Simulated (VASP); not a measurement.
Runs of VASP 6.6.1 on GeOs3. All rows change the cell; the cell of one of them follows. Symmetry: Pm-3m, No. 221, cubic system. The conventional cell has a = 3.881 Å, b = 3.881 Å, c = 3.881 Å, α = 90.00°, β = 90.00°, γ = 90.00°. Around Ge (site symmetry m-3m) lie 12 Os at 2.74 Å. Around Os (site symmetry 4/mmm) lie 4 Ge at 2.74 Å and 8 Os at 2.74 Å. The cell was built by a generator and needn't be a form met in nature.

```csv
task,cell,k mesh,cutoff (eV),mesh quality,gap on the mesh (eV),pressure (GPa),relaxed volume (Å³/atom)
single point,"species swapped into the HoPd3 type (Pm-3m, No. 221)",4 × 4 × 4,520,coarse,none,(a),-
single point,"species swapped into the HoPd3 type (Pm-3m, No. 221)",12 × 12 × 12,520,not flagged,none,0.3,-
relaxation of cell and atoms,"relaxed from: species swapped into the HoPd3 type (Pm-3m, No. 221)",12 × 12 × 12,600,not flagged,none,0.0,14.60
relaxation of cell and atoms,"relaxed from: species swapped into the HoPd3 type (Pm-3m, No. 221)",4 × 4 × 4,600,coarse,none,-0.3,14.65
```

Alike in all rows: level PBE; potentials or basis VASP PAW PBE potentials, release 64 (Ge_d, Os); no spin polarisation; smearing gaussian 0.1 eV.

**Question.** Fill in the values left out.

**Answer.** (a) 0.4.

Caveats: some runs use coarse meshes.

A k mesh can miss the band edges, and the runs leave out spin-orbit coupling on Ge, Os.

A gap of «none» marks a metal or a gap under the smearing width.
